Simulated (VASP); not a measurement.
A VASP calculation is set up with these files.

### POSCAR
```
NaCl
1
    0.0000000000     2.8592603440     2.8592603440
    2.8592603440     0.0000000000     2.8592603440
    2.8592603440     2.8592603440     0.0000000000
Na Cl
1 1
Direct
  0.0000000000   0.0000000000   0.0000000000
  0.5000000000   0.5000000000   0.5000000000
```

### INCAR
```
ALGO  =  Normal
EDIFF  =  1E-7
ENCUT  =  520
GGA  =  RP
ISIF  =  2
ISMEAR  =  0
LASPH  =  .True.
LCHARG  =  .False.
LREAL  =  .False.
LWAVE  =  .False.
NELM  =  100
PREC  =  Accurate
SIGMA  =  0.05
SYSTEM  =  NaCl
```

KPOINTS:
```
Automatic mesh
0
Gamma
8 8 8
0 0 0
```

POTCAR, in this order: Na_pv Cl (PBE.64 set). Program: vasp_std.

**Question.** Write an equivalent input for Ansatz.

**Answer.** One equivalent input (not run):
Ansatz 0.2 input:
```yaml
crystal:
  lattice:
    - [0.0000000, 2.8592603, 2.8592603]
    - [2.8592603, 0.0000000, 2.8592603]
    - [2.8592603, 2.8592603, 0.0000000]
  atoms:
    - { symbol: Na, position: [0.0000000, 0.0000000, 0.0000000] }
    - { symbol: Cl, position: [0.5000000, 0.5000000, 0.5000000] }
kpoints:
  mp_grid: { grid: [8, 8, 8] }
hamiltonian:
  xc: rpbe
  pseudopotentials: { kind: paw }
scf:
  occupations: { method: gaussian, width: 0.05 }
  max_iter: 100
output: { forces: true, stress: true, eigenvalues: true }
```
The two are equivalent in intent, not identical: each code has its own PAW files, so the cut-off isn't converted (ENCUT is set for VASP's; basis.ecutwfc is left out, and Ansatz then takes the one that its files recommend); Ansatz stops its SCF on the density residual and VASP on the energy change (EDIFF).

The compound is NaCl in the rock salt structure. This cell is one point of a volume scan, at 0.94 of the reference volume.
